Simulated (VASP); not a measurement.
# MnAl15N16 (a cell with a defect): single point with PBEsol+U

Crystal: MnAl15N16 (a cell with a defect).

```xyz
32
Lattice="6.2200 0.0000 0.0000 -3.1100 5.3867 0.0000 0.0000 0.0000 9.9600" Properties=species:S:1:pos:R:3 pbc="T T T"
Mn    1.5550    0.8978    0.0000
Al    1.5550    0.8978    4.9800
Al    0.0000    3.5911    0.0000
Al    0.0000    3.5911    4.9800
Al    4.6650    0.8978    0.0000
Al    4.6650    0.8978    4.9800
Al    3.1100    3.5911    0.0000
Al    3.1100    3.5911    4.9800
Al    0.0000    1.7956    2.4900
Al    0.0000    1.7956    7.4700
Al   -1.5550    4.4889    2.4900
Al   -1.5550    4.4889    7.4700
Al    3.1100    1.7956    2.4900
Al    3.1100    1.7956    7.4700
Al    1.5550    4.4889    2.4900
Al    1.5550    4.4889    7.4700
N     1.5550    0.8978    1.9024
N     1.5550    0.8978    6.8824
N     0.0000    3.5911    1.9024
N     0.0000    3.5911    6.8824
N     4.6650    0.8978    1.9024
N     4.6650    0.8978    6.8824
N     3.1100    3.5911    1.9024
N     3.1100    3.5911    6.8824
N     0.0000    1.7956    4.3924
N     0.0000    1.7956    9.3724
N    -1.5550    4.4889    4.3924
N    -1.5550    4.4889    9.3724
N     3.1100    1.7956    4.3924
N     3.1100    1.7956    9.3724
N     1.5550    4.4889    4.3924
N     1.5550    4.4889    9.3724
```

```json
{
 "Program": "VASP 6.6.1",
 "Task": "single point",
 "Functional": "PBEsol",
 "Potentials or basis": "VASP PAW PBE potentials, release 64 (Mn_pv, Al, N)",
 "Cutoff": "450 eV",
 "k mesh": "3 × 3 × 2",
 "Occupations": "gaussian, width 0.03 eV",
 "Spin": "collinear spin, zero start",
 "Fixed moment": "0 μB",
 "Hubbard terms": "Mn d U = 3.5 eV"
}
```

* Largest force: 0.624 eV/Å
* Net moment: 0.00 μB per cell
* Valence electrons inside the program's atomic spheres: Mn 11.97; Al 0.81, 0.82; N 3.81, 3.84

Forces in eV/Å, atoms in the order of the input:
```
Mn   0.000  0.000 -0.017
Al   0.000  0.000 -0.013
Al   0.143  0.082  0.186
Al   0.012  0.007 -0.031
Al   0.000 -0.165  0.186
Al   0.000 -0.014 -0.031
Al  -0.143  0.082  0.186
Al  -0.012  0.007 -0.031
Al  -0.038  0.022 -0.113
Al   0.056 -0.032 -0.050
Al   0.000 -0.044 -0.113
Al   0.000  0.064 -0.050
Al   0.038  0.022 -0.113
Al  -0.056 -0.032 -0.050
Al   0.000  0.000 -0.024
Al   0.000  0.000  0.044
N    0.000  0.000  0.576
N    0.000  0.000  0.031
N   -0.008 -0.005  0.015
N   -0.001 -0.001  0.003
N    0.000  0.010  0.015
N    0.000  0.001  0.003
N    0.008 -0.005  0.015
N    0.001 -0.001  0.003
N    0.014 -0.008  0.024
N   -0.501  0.289 -0.233
N    0.000  0.016  0.024
N    0.000 -0.579 -0.233
N   -0.014 -0.008  0.024
N    0.501  0.289 -0.233
N    0.000  0.000  0.041
N    0.000  0.000 -0.042
```

Eigenvalues of the final occupation matrices:
```tsv
site	spin	trace	eigenvalues
site 1 d	1	2.63	0.26 0.26 0.26 0.92 0.92
site 1 d	2	2.63	0.26 0.26 0.26 0.92 0.92
```

It took 3.8 min on 4 MPI ranks on Intel(R) Xeon(R) 6975P-C (Granite Rapids), on a shared host, peak memory 0.63 GiB a rank.

Caveat: the k mesh is coarse (spacing up to 0.39 Å⁻¹), so the values aren't converged; the PAW data sets were made with another functional, which shifts forces and pressure a little; the total moment is fixed, so each spin has its own Fermi level. The state reached can hang on the start; a lower one may exist.
